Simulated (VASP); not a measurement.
Method: r2SCAN+rVV10, VASP's PBE PAW potentials (set 64) (plane waves; VASP).

VASP input:

**KPOINTS**
```
Automatic mesh
0
G
 11 11 11
0 0 0
```

### INCAR
```
! general
SYSTEM    =  CuZn
PREC      =  Accurate
ENCUT     =  520
LREAL     =  .FALSE.
LASPH     =  .TRUE.

! electronic loop
EDIFF     =  1E-6
NELM      =  100
ALGO      =  Normal
LMAXMIX   =  4
LMIXTAU   =  .TRUE.

! smearing
ISMEAR    =  1
SIGMA     =  0.1

! functional
METAGGA   =  R2SCAN
LUSE_VDW  =  .TRUE.
BPARAM    =  11.95
CPARAM    =  0.0093

! ions
IBRION    =  2
NSW       =  60
ISIF      =  3
EDIFFG    =  -0.01

! output
LWAVE     =  .FALSE.
LCHARG    =  .FALSE.
```

### POSCAR
```
CuZn
1.0
  2.9111944404   0.0000000000   0.0000000000
  0.0000000000   2.9111944404   0.0000000000
  0.0000000000   0.0000000000   2.9111944404
Zn Cu
1 1
Cart
  1.4555972202   1.4555972202   1.4555972202
  0.0000000000   0.0000000000   0.0000000000
```

POTCAR, in this order: Zn Cu (PBE.64 set). Program: vasp_std.

Output of the run:

OSZICAR:
```
       N       E                     dE             d eps       ncg     rms          rms(c)
DAV:   1     0.941842568274E+02    0.94184E+02   -0.11924E+04  1768   0.263E+03
DAV:   2    -0.202379884284E+02   -0.11442E+03   -0.11095E+03  1694   0.333E+02
DAV:   3    -0.234208730304E+02   -0.31829E+01   -0.31763E+01  2016   0.754E+01
DAV:   4    -0.234435374170E+02   -0.22664E-01   -0.22662E-01  1974   0.564E+00
DAV:   5    -0.234438834949E+02   -0.34608E-03   -0.34608E-03  2215   0.727E-01    0.100E+01
DAV:   6    -0.204986696376E+02    0.29452E+01   -0.24495E+01  1740   0.135E+02    0.714E+00
DAV:   7    -0.193073774667E+02    0.11913E+01   -0.46853E+00  1811   0.104E+02    0.255E+00
DAV:   8    -0.193303776595E+02   -0.23000E-01   -0.40857E-01  2496   0.137E+01    0.158E+00
DAV:   9    -0.193232078430E+02    0.71698E-02   -0.35870E-02  2465   0.498E+00    0.289E-01
DAV:  10    -0.193255982898E+02   -0.23904E-02   -0.10900E-02  2363   0.211E+00    0.590E-02
DAV:  11    -0.193253902864E+02    0.20800E-03   -0.14480E-03  2418   0.745E-01    0.558E-02
DAV:  12    -0.193259519377E+02   -0.56165E-03   -0.71682E-04  2436   0.432E-01    0.153E-02
DAV:  13    -0.193260415505E+02   -0.89613E-04   -0.85724E-05  2029   0.173E-01    0.525E-03
DAV:  14    -0.193260487645E+02   -0.72140E-05   -0.91289E-06  2202   0.709E-02    0.673E-03
DAV:  15    -0.193260494990E+02   -0.73450E-06   -0.36214E-06  1887   0.552E-02
   1 F= -.19326049E+02 E0= -.19326069E+02  d E =-.193260E+02
```

### OUTCAR
```
------------------------ aborting loop because EDIFF is reached ----------------------------------------
  FORCE on cell =-STRESS in cart. coord.  units (eV):
  Direction    XX          YY          ZZ          XY          YZ          ZX
  --------------------------------------------------------------------------------------
  Total       -0.0155897     -0.0155897     -0.0155897      0.0000000      0.0000000     -0.0000000
  in kB       -1.0123625     -1.0123625     -1.0123625      0.0000000      0.0000000     -0.0000000
  external PRESSURE =      -1.0123625 kB  Pullay stress =       0.0000000 kB
  volume of cell :       24.67
      direct lattice vectors                 reciprocal lattice vectors
     2.911194440  0.000000000  0.000000000     0.343501618  0.000000000  0.000000000
     0.000000000  2.911194440  0.000000000     0.000000000  0.343501618  0.000000000
     0.000000000  0.000000000  2.911194440     0.000000000  0.000000000  0.343501618
 POSITION                                       TOTAL-FORCE (eV/Angst)
 -----------------------------------------------------------------------------------
      1.45560      1.45560      1.45560         0.000000      0.000000      0.000000
      0.00000      0.00000      0.00000         0.000000      0.000000      0.000000
 -----------------------------------------------------------------------------------
    total drift:                                0.000000      0.000000     -0.000000
  FREE ENERGIE OF THE ION-ELECTRON SYSTEM (eV)
  ---------------------------------------------------
  free  energy   TOTEN  =       -19.3260494990 eV

  energy  without entropy=      -19.3261071754  energy(sigma->0) =      -19.32606872

 reached required accuracy - stopping structural energy minimisation
```
(Selected blocks of OUTCAR.)

The compound is CuZn in the CsCl type structure. It was relaxed first. The start is the result of an earlier pass. The electron count is odd and the run is not spin-polarised, which forces a metal.
